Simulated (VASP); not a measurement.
# HfN: structure and properties in VASP, part 3 of 4

Aim: relax HfN, then compute properties on the relaxed cell. The start is a cell from a database of measured crystal structures.

VASP 6.6.1; rev-vdW-DF2; plane waves and PAW (Hf_pv, N).

Still holding for the runs below: This run has no spin polarisation. Its electron count is odd, so without a moment it is a metal by construction.

So far. Step 3 (Second relaxation): It ends with forces that vanish by symmetry and a pressure of 0.01 GPa. The volume moved by only 0.11 %, so the volume is settled. Step 4 (Single point with fields (rev-vdW-DF2)): In this run the pressure is 0.00 GPa, small enough to go on. The relaxed cell has a = 4.516 Å (conventional setting).

## (5) Band structure (rev-vdW-DF2)

The mesh alone shows little of the dispersion and can miss band extrema, so KPOINTS_OPT adds a path through the symmetry points after the self-consistent cycle.

INCAR

```
SYSTEM = HfN
PREC = Accurate
ENCUT = 520
EDIFF = 1E-06
NELM = 100
ISMEAR = 0
SIGMA = 0.05
LREAL = .FALSE.
ALGO = Normal
GGA = MK
AGGAC = 0
LUSE_VDW = .TRUE.
PARAM1 = 0.1234
PARAM2 = 0.711357
ZAB_VDW = -1.8867
LASPH = .TRUE.
NBANDS = 19
LORBIT = 11
LWAVE = .FALSE.
LCHARG = .FALSE.
KPAR = 2
```

POSCAR

```
HfN
1.0
    0.0000000000      2.2579669706      2.2579669706
    2.2579669706      0.0000000000      2.2579669706
    2.2579669706      2.2579669706      0.0000000000
Hf N
1 1
Direct
    0.0000000000      0.0000000000      0.0000000000
    0.5000000000      0.5000000000      0.5000000000
```

KPOINTS

```
Automatic mesh
0
Gamma
9 9 9
0 0 0
```

KPOINTS_OPT

```
Line mode
16
Line-mode
Reciprocal
  0.00000000   0.00000000   0.00000000 GAMMA
  0.50000000   0.00000000   0.50000000 X

  0.50000000   0.00000000   0.50000000 X
  0.50000000   0.25000000   0.75000000 W

  0.50000000   0.25000000   0.75000000 W
  0.37500000   0.37500000   0.75000000 K

  0.37500000   0.37500000   0.75000000 K
  0.00000000   0.00000000   0.00000000 GAMMA

  0.00000000   0.00000000   0.00000000 GAMMA
  0.50000000   0.50000000   0.50000000 L

  0.50000000   0.50000000   0.50000000 L
  0.62500000   0.25000000   0.62500000 U

  0.62500000   0.25000000   0.62500000 U
  0.50000000   0.25000000   0.75000000 W

  0.50000000   0.25000000   0.75000000 W
  0.50000000   0.50000000   0.50000000 L

  0.50000000   0.50000000   0.50000000 L
  0.37500000   0.37500000   0.75000000 K

  0.62500000   0.25000000   0.62500000 U
  0.50000000   0.00000000   0.50000000 X
```

PAW data sets: Hf_pv and N (PBE family, release 64).

The run is started by

```sh
$ mpirun -np 2 vasp_std
```

The log of the run:

```text
[... set-up lines as in an earlier step ...]
 entering main loop
       N       E                     dE             d eps       ncg     rms          rms(c)
DAV:   1     0.478356146211E+02    0.47836E+02   -0.72086E+03  1330   0.745E+02
DAV:   2    -0.197773817344E+02   -0.67613E+02   -0.63607E+02  1623   0.211E+02
DAV:   3    -0.218344133952E+02   -0.20570E+01   -0.20344E+01  1541   0.281E+01
DAV:   4    -0.218400690469E+02   -0.56557E-02   -0.56551E-02  1510   0.165E+00
DAV:   5    -0.218400792300E+02   -0.10183E-04   -0.10184E-04  1562   0.702E-02    0.491E+01
DAV:   6    -0.189063069355E+02    0.29338E+01   -0.64029E+00  1450   0.164E+01    0.423E+01
DAV:   7    -0.188209744791E+02    0.85332E-01   -0.39480E-01  1429   0.453E+00    0.268E+01
DAV:   8    -0.187959434082E+02    0.25031E-01   -0.95547E-02  1431   0.226E+00    0.569E+00
DAV:   9    -0.187907304346E+02    0.52130E-02   -0.10511E-02  1455   0.736E-01    0.203E+00
DAV:  10    -0.187906901576E+02    0.40277E-04   -0.71653E-04  1498   0.222E-01    0.500E-01
DAV:  11    -0.187906634015E+02    0.26756E-04   -0.42012E-05  1468   0.579E-02    0.847E-02
DAV:  12    -0.187906630639E+02    0.33760E-06   -0.68527E-06  1513   0.174E-02
   1 F= -.18790663E+02 E0= -.18789634E+02  d E =-.205803E-02
 Start KPOINTS_OPT (optional k-point list driver)
k-point batch [1-35\160]
       N       E                     dE             ncg
DAV:   1    -0.237992406334E+04   -0.20754E+05     1330
DAV:   2    -0.451889945768E+04   -0.21390E+04     1664
DAV:   3    -0.458250214008E+04   -0.63603E+02     1554
DAV:   4    -0.458267188735E+04   -0.16975E+00     1444
DAV:   5    -0.458267225575E+04   -0.36839E-03     1526
DAV:   6    -0.458267225722E+04   -0.14718E-05     1281
DAV:   7    -0.458267225730E+04   -0.83421E-07     1159
[...]
k-point batch [141-160\160]
       N       E                     dE             ncg
DAV:   1     0.783296997926E+04   -0.14595E+05      760
DAV:   2     0.658844469130E+04   -0.12445E+04      913
DAV:   3     0.654805533195E+04   -0.40389E+02      870
DAV:   4     0.654795006996E+04   -0.10526E+00      808
DAV:   5     0.654794985022E+04   -0.21975E-03      854
DAV:   6     0.654794984929E+04   -0.93007E-06      710
```

Elapsed: 17 s, on 2 MPI ranks of Intel Xeon 6975P-C (Granite Rapids), shared host; peak memory 0.52 GiB.

Parts of OUTCAR (step 5):

```text
   k-points           NKPTS =     35   k-points in BZ     NKDIM =     35   number of bands    NBANDS=     19

   NELECT =      15.0000    total number of electrons

 E-fermi :   8.2645

 k-point     1 :       0.0000    0.0000    0.0000
  band No.  band energies     occupation
    ...
      6       5.2716      2.00000
      7       5.2716      2.00000
      8       7.9207      2.00000
      9       7.9207      2.00000
     10       7.9207      2.00000
     11      10.1654      0.00000
     12      10.2541      0.00000
     13      10.2541      0.00000
     14      17.9477      0.00000
     15      20.3115      0.00000
    ...

Total vdW correction in eV:      1.7672551

  Total        0.0025380      0.0025380      0.0025380      0.0000000      0.0000000      0.0000000
  in kB        0.1766109      0.1766109      0.1766109      0.0000000      0.0000000      0.0000000
  external PRESSURE =       0.1766109 kB  Pullay stress =       0.0000000 kB

 POSITION                                       TOTAL-FORCE (eV/Angst)
 -----------------------------------------------------------------------------------
      0.00000      0.00000      0.00000         0.000000     -0.000000      0.000000
      2.25797      2.25797      2.25797        -0.000000      0.000000     -0.000000
 -----------------------------------------------------------------------------------
    total drift:                                0.000000     -0.000000     -0.000000

  FREE ENERGIE OF THE ION-ELECTRON SYSTEM (eV)
  ---------------------------------------------------
  free  energy   TOTEN  =       -18.7906630639 eV

  energy  without entropy=      -18.7886050379  energy(sigma->0) =      -18.78963405

Total vdW correction in eV:      1.7672525

[... 8 parts as in an earlier step ...]

[... 8 further parts left out ...]
```

Spin-orbit coupling is off here; with elements this heavy it splits and shifts levels by tenths of an eV or more.

This step gave:

```
SCF cycles   : 12
bands        : 19
Fermi energy : 8.264 eV
pressure     : 0.01766 GPa
```

Electronic bands along the path, in eV, zero at the Fermi level; # counts the bands kept, so #1 is VASP's band 5:

```csv
point,#1,#2,#3,#4,#5,#6,#7
Γ,-2.99,-2.99,-2.99,-0.34,-0.34,-0.34,1.90
0.53 of the way,-6.79,-3.84,-3.84,-2.59,3.04,3.45,3.52
X,-5.36,-3.79,-3.65,-3.65,4.11,5.49,5.49
0.53 of the way,-5.43,-5.14,-5.01,-1.46,3.81,5.02,5.50
W,-6.13,-5.42,-5.42,1.14,1.14,5.51,5.57
0.53 of the way,-6.22,-5.47,-5.15,-0.27,2.75,5.16,5.78
K,-6.30,-5.48,-4.93,-0.83,3.87,4.43,6.05
0.47 of the way,-7.24,-5.65,-4.93,1.09,1.35,3.30,3.69
Γ,-2.99,-2.99,-2.99,-0.34,-0.34,-0.34,1.90
0.53 of the way,-6.67,-5.14,-5.14,0.72,1.53,1.53,4.93
L,-8.85,-6.15,-6.15,3.28,3.69,3.69,4.54
0.53 of the way,-7.84,-5.77,-5.70,1.28,3.11,3.78,6.42
U,-6.30,-5.48,-4.93,-0.83,3.87,4.43,6.05
0.47 of the way,-6.22,-5.47,-5.15,-0.27,2.75,5.16,5.78
W,-6.13,-5.42,-5.42,1.14,1.14,5.51,5.57
0.53 of the way,-7.82,-5.76,-5.71,1.76,2.19,4.25,6.42
L,-8.85,-6.15,-6.15,3.28,3.69,3.69,4.54
0.47 of the way,-8.05,-5.84,-5.80,1.61,3.09,3.74,6.40
K,-6.30,-5.48,-4.93,-0.83,3.87,4.43,6.05
jump to U,-6.30,-5.48,-4.93,-0.83,3.87,4.43,6.05
0.47 of the way,-5.40,-5.05,-4.13,-2.39,4.87,4.98,5.17
X,-5.36,-3.79,-3.65,-3.65,4.11,5.49,5.49
```

Of the projections kept (Hf, N), the largest for each band there; the rest of the weight can lie on other orbitals:

```csv
point,#1,#2,#3,#4,#5,#6,#7
Γ,N 0.92,N 0.92,N 0.92,Hf 1.00,Hf 1.00,Hf 1.00,N 0.51
X,N 0.51,Hf 1.00,N 0.75,N 0.75,Hf 1.00,Hf 1.00,Hf 1.00
W,N 0.61,Hf 0.53,Hf 0.53,Hf 0.70,Hf 0.70,Hf 1.00,Hf 0.84
K,Hf 0.51,Hf 0.51,N 0.63,Hf 0.76,Hf 0.75,Hf 1.00,Hf 0.85
Γ,N 0.92,N 0.92,N 0.92,Hf 1.00,Hf 1.00,Hf 1.00,N 0.51
L,Hf 0.57,N 0.55,N 0.55,Hf 0.66,Hf 0.93,Hf 0.93,Hf 0.89
```

The electronic bands as a text plot (rows in eV, shown from -8.0 to 2.0 only):

```
    1.8 |*           *      *  * **         *    *   *
    1.4 |             *      *        **           **      *
    0.9 |  *          *   *  *       *            *
    0.5 | *          *        ***     *      *   *
    0.1 |                *     *    **                      *
   -0.3 |*             *        ****          * *
   -0.7 | *         *   *                      *             *
   -1.1 |  *
   -1.5 |                                                     *
   -2.0 |   *      *
   -2.4 |    *                                                 *
   -2.8 |     *   *               *
   -3.2 |**    *                 * *                            *
   -3.6 |  *******              *  *                            *
   -4.0 |         *            **   *                          **
   -4.5 | *       **          * *   **                        *
   -4.9 |          *    *    * *               *             * *
   -5.3 |  *     ************ *       *      ********       *****
   -5.7 |       *   *      *** *     * *    ***     ***    ** *
   -6.1 |   *  *     ****     *         ****   ****   *****
   -6.5 |                             *       *    *         *
   -7.0 |    **          *                          *       *
   -7.4 |                 *  *               *
   -7.8 |                  **          *             *     *
         Γ       X    W  K        Γ      L     U  W     L   K|U X
```

There is no gap at this level.

## (6) Density of states (rev-vdW-DF2)

Here the states are counted by energy and projected on the atoms. The mesh is finer than in the run before.

Edit INCAR of step 5 so:

```diff
@@ -5,3 +5,3 @@
 NELM = 100
-ISMEAR = 0
+ISMEAR = -5
 SIGMA = 0.05
@@ -21 +21,2 @@
 KPAR = 2
+NEDOS = 2001
```

POSCAR is that of step 5.

KPOINTS

```
Automatic mesh
0
Gamma
13 13 13
0 0 0
```

The run is started by

```sh
$ mpirun -np 2 vasp_std
```

The log of the run:

```text
[... set-up lines as in an earlier step ...]
 entering main loop
       N       E                     dE             d eps       ncg     rms          rms(c)
DAV:   1     0.454142684487E+02    0.45414E+02   -0.71739E+03  3192   0.746E+02
DAV:   2    -0.199414834284E+02   -0.65356E+02   -0.61542E+02  3887   0.208E+02
DAV:   3    -0.218237011647E+02   -0.18822E+01   -0.18684E+01  3690   0.272E+01
DAV:   4    -0.218284454792E+02   -0.47443E-02   -0.47435E-02  3665   0.154E+00
DAV:   5    -0.218284548684E+02   -0.93892E-05   -0.93883E-05  3704   0.666E-02    0.491E+01
DAV:   6    -0.189013682956E+02    0.29271E+01   -0.63173E+00  3511   0.164E+01    0.423E+01
DAV:   7    -0.188148468346E+02    0.86521E-01   -0.39529E-01  3452   0.453E+00    0.269E+01
DAV:   8    -0.187904571287E+02    0.24390E-01   -0.96178E-02  3431   0.225E+00    0.571E+00
DAV:   9    -0.187852374613E+02    0.52197E-02   -0.10928E-02  3515   0.744E-01    0.202E+00
DAV:  10    -0.187851372303E+02    0.10023E-03   -0.74665E-04  3600   0.229E-01    0.504E-01
DAV:  11    -0.187851218599E+02    0.15370E-04   -0.45041E-05  3576   0.598E-02    0.854E-02
DAV:  12    -0.187851235765E+02   -0.17167E-05   -0.69219E-06  3575   0.175E-02    0.142E-02
DAV:  13    -0.187851231918E+02    0.38470E-06   -0.14163E-07  1857   0.305E-03
   1 F= -.18785123E+02 E0= -.18785123E+02  d E =0.000000E+00
 -----------------------------------------------------------------------------
|                                                                             |
|           W    W    AA    RRRRR   N    N  II  N    N   GGGG   !!!           |
|           W    W   A  A   R    R  NN   N  II  NN   N  G    G  !!!           |
|           W    W  A    A  R    R  N N  N  II  N N  N  G       !!!           |
|           W WW W  AAAAAA  RRRRR   N  N N  II  N  N N  G  GGG   !            |
|           WW  WW  A    A  R   R   N   NN  II  N   NN  G    G                |
|           W    W  A    A  R    R  N    N  II  N    N   GGGG   !!!           |
|                                                                             |
|     Tetrahedron method does not include variations of the Fermi             |
|     occupations, so forces and stress will be inaccurate. We suggest        |
|     using a different smearing scheme ISMEAR = 1 or 2 for metals in         |
|     relaxations.                                                            |
|                                                                             |
 -----------------------------------------------------------------------------
```

Wall time 16 s (2 MPI ranks); peak memory 0.55 GiB.

OUTCAR, selected parts (step 6):

```text
   k-points           NKPTS =     84   k-points in BZ     NKDIM =     84   number of bands    NBANDS=     19

   NELECT =      15.0000    total number of electrons

 E-fermi :   8.3226

 k-point     1 :       0.0000    0.0000    0.0000
  band No.  band energies     occupation
    ...
      6       5.2704      2.00000
      7       5.2704      2.00000
      8       7.9222      2.00000
      9       7.9222      2.15016
     10       7.9222      2.15016
     11      10.1657      0.00000
     12      10.2567      0.00000
     13      10.2567      0.00000
     14      17.9501      0.00000
     15      20.3198      0.00000
    ...

Total vdW correction in eV:      1.7678518

  Total       -0.0019267     -0.0019267     -0.0019267      0.0000000      0.0000000      0.0000000
  in kB       -0.1340728     -0.1340728     -0.1340728      0.0000000      0.0000000      0.0000000
  external PRESSURE =      -0.1340728 kB  Pullay stress =       0.0000000 kB

 POSITION                                       TOTAL-FORCE (eV/Angst)
 -----------------------------------------------------------------------------------
      0.00000      0.00000      0.00000        -0.000000      0.000000      0.000000
      2.25797      2.25797      2.25797         0.000000     -0.000000      0.000000
 -----------------------------------------------------------------------------------
    total drift:                                0.000000     -0.000000     -0.000000

  FREE ENERGIE OF THE ION-ELECTRON SYSTEM (eV)
  ---------------------------------------------------
  free  energy   TOTEN  =       -18.7851231918 eV

  energy  without entropy=      -18.7851231918  energy(sigma->0) =      -18.78512319

Total vdW correction in eV:      1.7678557

[... 6 parts as in an earlier step ...]

[... 10 further parts left out ...]
```

With tetrahedra the forces and stress of a metal are not exact derivatives of the energy.

Numbers from this step:

| Property | Result |
| --- | --- |
| SCF cycles | 13 |
| irreducible k-points | 84 |
| Fermi energy | 8.323 eV |
| pressure | -0.01341 GPa |
| DOS at the Fermi level | 0.6240 states/eV/cell |

The density of states has structure finer than the step of the table below, so its rows give means over 0.5 eV, whole bins alone (the curve runs from -12.0 to 7.88 eV). Peaks (eV: height): total -5.52: 4.48, 3.58: 2.14; Hf d -5.52: 0.793, 3.58: 1.50, 4.94: 1.38; N p -5.52: 1.78; Hf p -5.52: 0.780, 5.34: 0.204; Hf s -7.67: 0.121, 4.94: 0.0653, 6.31: 0.0527.

States under -12.0 eV and over 7.9 eV are left out. The density of states by energy, zero at the Fermi level; means over each step; values in states/eV/cell:

```csv
energy (eV),total,Hf d,N p,Hf p,Hf s,N s
-9.5,0,0,0,0,0,0
-9.0,0.0119,0.00189,0.00321,9.7e-5,0.00211,3.9e-5
-8.5,0.213,0.0335,0.0593,0.00434,0.0351,0.00142
-8.0,0.505,0.0793,0.150,0.0175,0.0737,0.00466
-7.5,0.914,0.143,0.290,0.0443,0.116,0.00950
-7.0,0.975,0.149,0.332,0.0711,0.0997,0.0108
-6.5,0.677,0.0978,0.244,0.0675,0.0558,0.00693
-6.0,1.82,0.448,0.740,0.135,0.0225,0.00673
-5.5,3.47,0.698,1.40,0.482,0.0125,0.00858
-5.0,1.66,0.345,0.687,0.169,0.00739,0.00455
-4.5,1.08,0.192,0.477,0.105,0.00437,0.00262
-4.0,0.560,0.0734,0.275,0.0539,0.00163,0.00102
-3.5,0.128,0.0165,0.0655,0.00788,2.1e-4,1.7e-4
-3.0,0.0812,0.0317,0.0192,0.00383,2.1e-4,5.9e-5
-2.5,0.154,0.0705,0.0278,0.00404,6.1e-4,2.3e-4
-2.0,0.232,0.111,0.0387,0.00397,0.00114,4.4e-4
-1.5,0.308,0.155,0.0471,0.00305,0.00184,8.2e-4
-1.0,0.395,0.206,0.0564,0.00251,0.00262,0.00133
-0.5,0.513,0.277,0.0688,0.00247,0.00385,0.00232
0.0,0.628,0.343,0.0825,0.00358,0.00557,0.00371
0.5,0.725,0.401,0.0966,0.00637,0.00640,0.00471
1.0,0.714,0.411,0.0856,0.00945,0.00625,0.00538
1.5,0.726,0.432,0.0819,0.0131,0.00570,0.00573
2.0,0.815,0.501,0.0868,0.0133,0.0111,0.0110
2.5,1.15,0.724,0.121,0.0161,0.0234,0.0237
3.0,1.56,1.00,0.177,0.0224,0.0323,0.0335
3.5,1.97,1.35,0.202,0.0260,0.0378,0.0433
4.0,1.70,1.18,0.152,0.0306,0.0414,0.0452
4.5,1.56,1.07,0.126,0.0447,0.0509,0.0535
5.0,1.76,1.19,0.124,0.0922,0.0586,0.0733
5.5,1.60,0.935,0.114,0.160,0.0580,0.120
6.0,1.22,0.665,0.108,0.161,0.0345,0.104
6.5,0.840,0.485,0.0987,0.0905,0.0376,0.0397
7.0,0.712,0.401,0.112,0.0898,0.0232,0.0171
7.5,0.682,0.381,0.128,0.0896,0.0144,0.00845
```

The finer mesh and the other smearing move the Fermi level by +0.06 eV from the 9×9×9 run, one measure of the sampling error in the zero of the bands above. Of the states within 0.3 eV of the Fermi level, the largest shares in the PAW spheres are Hf d 55 % and N p 13 %. The rest lies in smaller channels or between the spheres.

(Continued in part 4 of 4.)

[Lines on the potential files, build, host, timing and source positions are cut from VASP's logs without a mark.]

[Logs are printed without paths, hosts, clocks, repeated set-up lines and the standing remarks that a program may print on its own settings, such as how far it seeks lower states.]

[Hosts, paths, dates, database ids (printed as entryN), source tags and the programs' standing remarks are cut or masked in the printed files.]

[A measured line is paired with the nearest computed mode of its activity, which favours agreement.]
